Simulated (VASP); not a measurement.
Crystal: Sn5Se4S6.

```
Sn Se S
1.0
     0.00000    0.00000   -5.97769
     0.00000   -6.42076    0.00000
    -9.26757    3.21038    0.00000
Sn Se S
5 4 6
Direct
  0.00000 0.80000 0.60000
  0.00000 0.40000 0.80000
  0.00000 0.60000 0.20000
  0.00000 0.20000 0.40000
  0.00000 0.00000 0.00000
  0.75000 0.46667 0.60000
  0.75000 0.06667 0.80000
  0.75000 0.26667 0.20000
  0.25000 0.53333 0.40000
  0.75000 0.86667 0.40000
  0.75000 0.66667 0.00000
  0.25000 0.13333 0.60000
  0.25000 0.33333 0.00000
  0.25000 0.93333 0.20000
  0.25000 0.73333 0.80000
```

The cell was built by a generator and needn't be a form met in nature.

| Quantity | Value |
| --- | --- |
| Program | VASP 6.6.1 |
| Task | relaxation of cell and atoms |
| Functional | PBE |
| Dispersion | D3(BJ) |
| Potentials or basis | VASP PAW PBE potentials, release 64 (Sn_d, Se, S) |
| Cutoff | 600 eV |
| k mesh | 6 × 6 × 4 |
| Occupations | gaussian, width 0.03 eV |
| Spin | no spin polarisation |

At the start: pressure 2.7 GPa; volume 23.71 Å³/atom.

Question: Where does the relaxation end?

Answer: Over 21 steps the energy falls by 31.2 meV/atom and the volume is 23.81 Å³/atom (+0.4 %); space group P1 (No. 1, to 0.05 Å).

Step by step:
| step | energy change (eV) | largest force (eV/Å) | pressure (GPa) | volume (Å³) |
| --- | --- | --- | --- | --- |
| 1 | 0.0000 | 1.5662 | 2.67 | 355.70 |
| 2 | -0.2936 | 0.6973 | -2.60 | 376.42 |
| 3 | -0.3546 | 0.5628 | -1.23 | 370.01 |
| 4 | -0.4330 | 0.2878 | 0.01 | 363.50 |
| 5 | -0.4335 | 0.2726 | 0.13 | 362.93 |
| 6 | -0.4480 | 0.1716 | -0.02 | 362.92 |
| 7 | -0.4532 | 0.2094 | -0.16 | 362.91 |
| 8 | -0.4599 | 0.0797 | -0.01 | 361.45 |
| 9 | -0.4607 | 0.1108 | 0.06 | 360.77 |
| 10 | -0.4630 | 0.0521 | -0.12 | 360.87 |
| 11 | -0.4633 | 0.0680 | -0.23 | 360.92 |
| 12 | -0.4648 | 0.0627 | -0.12 | 359.95 |
| 13 | -0.4655 | 0.0729 | 0.02 | 358.70 |
| 14 | -0.4665 | 0.0563 | 0.03 | 358.39 |
| 15 | -0.4676 | 0.0420 | 0.02 | 357.58 |
| 16 | -0.4676 | 0.0441 | 0.02 | 357.47 |
| 17 | -0.4680 | 0.0220 | -0.04 | 357.51 |
| 18 | -0.4681 | 0.0229 | -0.07 | 357.54 |
| 19 | -0.4682 | 0.0175 | 0.04 | 356.96 |
| 20 | -0.4682 | 0.0180 | 0.01 | 357.11 |
| 21 | -0.4682 | 0.0091 | 0.01 | 357.11 |

Final structure:
```yaml
crystal:
  lattice:
    - [0.00006, 0.00685, -5.90967]
    - [0.00020, -6.46930, 0.00738]
    - [-9.34089, 3.23493, -0.00361]
  atoms:
    - { symbol: Sn, position: [0.00184, 0.80334, 0.59990] }
    - { symbol: Sn, position: [0.00425, 0.40400, 0.80305] }
    - { symbol: Sn, position: [0.00106, 0.60217, 0.19714] }
    - { symbol: Sn, position: [0.00423, 0.19329, 0.40019] }
    - { symbol: Sn, position: [0.00527, 0.99730, 0.99974] }
    - { symbol: Se, position: [0.73058, 0.46603, 0.60130] }
    - { symbol: Se, position: [0.72882, 0.06687, 0.80007] }
    - { symbol: Se, position: [0.73064, 0.26431, 0.19929] }
    - { symbol: Se, position: [0.27605, 0.53424, 0.39954] }
    - { symbol: S, position: [0.75591, 0.86550, 0.39774] }
    - { symbol: S, position: [0.75510, 0.66807, 0.00159] }
    - { symbol: S, position: [0.25103, 0.13427, 0.60168] }
    - { symbol: S, position: [0.25125, 0.33353, 0.99832] }
    - { symbol: S, position: [0.25253, 0.93179, 0.19847] }
    - { symbol: S, position: [0.25144, 0.73530, 0.80198] }
```
